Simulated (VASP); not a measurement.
# PtI2Cl6 (Fm-3m) in VASP: a series of runs, part 2 of 2

VASP 6.6.1. The steps go on from the part before.

## Step 4: Single point, PBE

Contents of INCAR:

```
SYSTEM = PtI2Cl6
ALGO = Normal
EDIFF = 1E-6
ENCUT = 520
GGA = PE
ISIF = 2
ISMEAR = -1
LASPH = .TRUE.
LCHARG = .TRUE.
LELF = .TRUE.
LREAL = .FALSE.
LVHAR = .TRUE.
LWAVE = .FALSE.
NBANDS = 43
NELM = 100
PREC = Accurate
SIGMA = 0.1
```

Contents of KPOINTS:

```
k-points
0
G
  3 3 3
  0 0 0
```

Contents of POSCAR:

```
PtI2Cl6
1.0
    0.0000000000      5.0877250000      5.0877250000
    5.0877250000      0.0000000000      5.0877250000
    5.0877250000      5.0877250000      0.0000000000
Pt I Cl
1 2 6
Direct
    0.0000000000      0.0000000000      0.0000000000
    0.2500000000      0.2500000000      0.2500000000
    0.7500000000      0.7500000000      0.7500000000
    0.7700000000      0.2300000000      0.2300000000
    0.2300000000      0.7700000000      0.2300000000
    0.2300000000      0.7700000000      0.7700000000
    0.7700000000      0.2300000000      0.7700000000
    0.2300000000      0.2300000000      0.7700000000
    0.7700000000      0.7700000000      0.2300000000
```

Potentials or basis: VASP PAW PBE potentials, release 64 (Pt, I, Cl).

Command:

```console
> cat potpaw_PBE.64/Pt/POTCAR potpaw_PBE.64/I/POTCAR potpaw_PBE.64/Cl/POTCAR > POTCAR
> mpirun -np 1 vasp_std > vasp.out
```

OUTCAR:

```text
SYSTEM = PtI2Cl6
   EDIFF = 1E-6
   ENCUT = 520
   GGA = PE
   ISIF = 2
   ISMEAR = -1
   LASPH = .TRUE.
   LREAL = .FALSE.
   NELM = 100
   PREC = Accurate

 ion  position               nearest neighbor table
   1  0.000  0.000  0.000-   4 2.34   5 2.34   6 2.34   7 2.34   8 2.34   9 2.34
   2  0.250  0.250  0.250-
   3  0.750  0.750  0.750-
   4  0.770  0.230  0.230-   1 2.34
   5  0.230  0.770  0.230-   1 2.34
   6  0.230  0.770  0.770-   1 2.34
   7  0.770  0.230  0.770-   1 2.34
   8  0.230  0.230  0.770-   1 2.34
   9  0.770  0.770  0.230-   1 2.34

  LATTYP: Found a face centered cubic cell.
 ALAT       =    10.1754500000

  Lattice vectors:

 A1 = (   0.0000000000,   5.0877250000,   5.0877250000)
 A2 = (   5.0877250000,   0.0000000000,   5.0877250000)
 A3 = (   5.0877250000,   5.0877250000,   0.0000000000)

Analysis of symmetry for initial positions (statically):
=====================================================================
 Subroutine PRICEL returns:
 Original cell was already a primitive cell.

 Routine SETGRP: Setting up the symmetry group for a
 face centered cubic supercell.

 Subroutine GETGRP returns: Found 48 space group operations
 (whereof 48 operations were pure point group operations)
 out of a pool of 48 trial point group operations.

The static configuration has the point symmetry O_h .

Analysis of symmetry for dynamics (positions and initial velocities):
=====================================================================
 Subroutine PRICEL returns:
 Original cell was already a primitive cell.

 Routine SETGRP: Setting up the symmetry group for a
 face centered cubic supercell.

 Subroutine GETGRP returns: Found 48 space group operations
 (whereof 48 operations were pure point group operations)
 out of a pool of 48 trial point group operations.

The dynamic configuration has the point symmetry O_h .

 Subroutine INISYM returns: Found 48 space group operations
 (whereof 48 operations are pure point group operations),
 and found     1 'primitive' translations

----------------------------------------------------------------------------------------

                                     Primitive cell

  volume of cell :     263.3910

  direct lattice vectors                    reciprocal lattice vectors
     0.000000000  5.087725000  5.087725000    -0.098275752  0.098275752  0.098275752
     5.087725000  0.000000000  5.087725000     0.098275752 -0.098275752  0.098275752
     5.087725000  5.087725000  0.000000000     0.098275752  0.098275752 -0.098275752

  length of vectors
     7.195129697  7.195129697  7.195129697     0.170218595  0.170218595  0.170218595

  position of ions in fractional coordinates (direct lattice)
     0.000000000  0.000000000  0.000000000
     0.250000000  0.250000000  0.250000000
     0.750000000  0.750000000  0.750000000
     0.770000000  0.230000000  0.230000000
     0.230000000  0.770000000  0.230000000
     0.230000000  0.770000000  0.770000000
[... 37 lines left out ...]
 Subroutine IBZKPT returns following result:
 ===========================================

 Found      4 irreducible k-points:

 Following reciprocal coordinates:
            Coordinates               Weight
  0.000000  0.000000  0.000000      1.000000
  0.333333  0.000000  0.000000      8.000000
  0.333333  0.333333  0.000000      6.000000
 -0.333333  0.333333  0.000000     12.000000
   k-points           NKPTS =      4   k-points in BZ     NKDIM =      4   number of bands    NBANDS=     43
   number of dos      NEDOS =    301   number of ions     NIONS =      9
   total plane-waves  NPLWV = 157464
   dimension x,y,z NGX =    54 NGY =   54 NGZ =   54
   dimension x,y,z NGXF=   108 NGYF=  108 NGZF=  108
   ions per type =               1   2   6
   NGX,Y,Z   is equivalent  to a cutoff of  12.48, 12.48, 12.48 a.u.
   NGXF,Y,Z  is equivalent  to a cutoff of  24.95, 24.95, 24.95 a.u.
 SYSTEM =  PtI2Cl6
   PREC   = accura    normal or accurate (medium, high low for compatibility)
   ISTART =      0    job   : 0-new  1-cont  2-samecut
   ICHARG =      2    charge: 1-file 2-atom 10-const
   ISPIN  =      1    spin polarized calculation?
   LNONCOLLINEAR =      F non collinear calculations
   LSORBIT =      F    spin-orbit coupling
   LASPH  =      T    aspherical Exc in radial PAW
   ENCUT  =  520.0 eV  38.22 Ry    6.18 a.u.  13.38 13.38 13.38*2*pi/ulx,y,z
   NELM   =    100;   NELMIN=  2; NELMDL= -5     # of ELM steps
   EDIFF  = 0.1E-05   stopping-criterion for ELM
   LREAL  =      F    real-space projection
   EDIFFG = 0.1E-04   stopping-criterion for IOM
   NSW    =      0    number of steps for IOM
   IBRION =     -1    ionic relax: 0-MD 1-quasi-New 2-CG
   NFREE  =      0    steps in history (QN), initial steepest desc. (CG)
   ISIF   =      2    stress and relaxation
   ISYM   =      2    0-nonsym 1-usesym 2-fastsym
   POTIM  = 0.5000    time-step for ionic-motion
   TEBEG  =    0.0;   TEEND  =   0.0 temperature during run
   PSTRESS=    0.0 pullay stress
   NELECT =      66.0000    total number of electrons
   NUPDOWN=      -1.0000    fix difference up-down
   EMIN   =  10.00;   EMAX   =-10.00  energy-range for DOS
   EFERMI =   0.00;   METHOD = LEGACY
   ISMEAR =    -1;   SIGMA  =   0.10  broadening in eV -4-tet -1-fermi 0-gaus
   EFERMI_NEDOS =   21; number of points for ismear=-14 and -15
   IALGO  =     38    algorithm
   IMIX   =      4    mixing-type and parameters
     AMIX     =   0.40;   BMIX     =  1.00
     AMIX_MAG =   1.60;   BMIX_MAG =  1.00
  volume/ion in A,a.u.               =      29.27       197.49
  Fermi-wavevector in a.u.,A,eV,Ry     =   1.032102  1.950390 14.493389  1.065234
  Thomas-Fermi vector in A             =   2.166283
   LORBIT       =      0    0 simple, 1 ext, 2 COOP (PROOUT), +10 PAW based schemes
   GGA     = PE    functional components
   LHFCALC =     F    Hartree Fock is set to
   AEXX    =    0.0000 exact exchange contribution
   IVDW    =     0    specifies the selected vdW correction
   LEPSILON=     F    determine dielectric tensor
   LRPA    =     F    only Hartree local field effects (RPA)
 non-spin polarized calculation
  energy-cutoff  :      520.00
  volume of cell :      263.39
 maximum number of plane-waves:      7150
 NGX is ok and might be reduce to    54
   NGX = 27   NGY = 27   NGZ = 27

 number of electron      65.9999998 magnetization

 Free energy of the ion-electron system (eV)
  ---------------------------------------------------
  ext. energy  EPLUGINS =         0.00000000
  ---------------------------------------------------
  free energy    TOTEN  =       -20.64015874 eV

  energy without entropy =      -20.24327408  energy(sigma->0) =      -20.44171641

 E-fermi :   1.4820     XC(G=0):  -8.4349

 val. band max:        1.4669534124   @ k =  -0.3333   0.3333   0.0000
 cond. band min:       1.4961687466   @ k =  -0.3333   0.3333   0.0000
 fundamental gap:      0.0292153342
 Fermi energy:         1.4820107630

 k-point     1 :       0.0000    0.0000    0.0000
  band No.  band energies     occupation
      1     -13.6587      2.00000
      2     -12.8170      2.00000
      3     -12.8170      2.00000
      4     -12.7941      2.00000
      5     -12.7941      2.00000
      6     -12.7941      2.00000
[... 173 lines left out ...]
     42      10.0732      0.00000
     43      10.3217      0.00000

------------------------ aborting loop because EDIFF is reached ----------------------------------------

  FORCE on cell =-STRESS in cart. coord.  units (eV):
  Direction    XX          YY          ZZ          XY          YZ          ZX
  --------------------------------------------------------------------------------------
  -------------------------------------------------------------------------------------
  Total       -1.8284152     -1.8284152     -1.8284152     -0.0000000     -0.0000000      0.0000000
  in kB      -11.1220417    -11.1220417    -11.1220417     -0.0000000     -0.0000000      0.0000000
  external PRESSURE =     -11.1220417 kB  Pullay stress =       0.0000000 kB

 VOLUME and BASIS-vectors are now :
 -----------------------------------------------------------------------------
  energy-cutoff  :      520.00
  volume of cell :      263.39
      direct lattice vectors                 reciprocal lattice vectors
     0.000000000  5.087725000  5.087725000    -0.098275752  0.098275752  0.098275752
     5.087725000  0.000000000  5.087725000     0.098275752 -0.098275752  0.098275752
     5.087725000  5.087725000  0.000000000     0.098275752  0.098275752 -0.098275752

 POSITION                                       TOTAL-FORCE (eV/Angst)
 -----------------------------------------------------------------------------------
      0.00000      0.00000      0.00000         0.000000      0.000000     -0.000000
      2.54386      2.54386      2.54386         0.000000      0.000000     -0.000000
      7.63159      7.63159      7.63159         0.000000      0.000000     -0.000000
      2.34035      5.08772      5.08772        -0.196104      0.000000     -0.000000
      5.08772      2.34035      5.08772         0.000000     -0.196104     -0.000000
      7.83510      5.08772      5.08772         0.196104      0.000000     -0.000000
      5.08772      7.83510      5.08772         0.000000      0.196104     -0.000000
      5.08772      5.08772      2.34035         0.000000      0.000000     -0.196104
      5.08772      5.08772      7.83510         0.000000      0.000000      0.196104
 -----------------------------------------------------------------------------------
    total drift:                               -0.000000     -0.000000      0.000000

  FREE ENERGIE OF THE ION-ELECTRON SYSTEM (eV)
  ---------------------------------------------------
  free  energy   TOTEN  =       -20.6401587372 eV

  energy  without entropy=      -20.2432740787  energy(sigma->0) =      -20.44171641
```

Wall time 55 s (1 thread of AMD EPYC 9R45 (Zen 5), shared host); peak memory 0.38 GiB.

What came out:

- Free energy: -20.6402 eV
- Pressure: -1.1 GPa
- Largest force: 0.196 eV/Å
- Band gap on the k mesh: none (metal or under the smearing width)

Forces on the atoms (eV/Å):
```
Pt   0.000  0.000  0.000
I    0.000  0.000  0.000
I    0.000  0.000  0.000
Cl  -0.196  0.000  0.000
Cl   0.000 -0.196  0.000
Cl   0.196  0.000  0.000
Cl   0.000  0.196  0.000
Cl   0.000  0.000 -0.196
Cl   0.000  0.000  0.196
```

Spin-orbit coupling is left out, which matters for the levels of I, Pt.
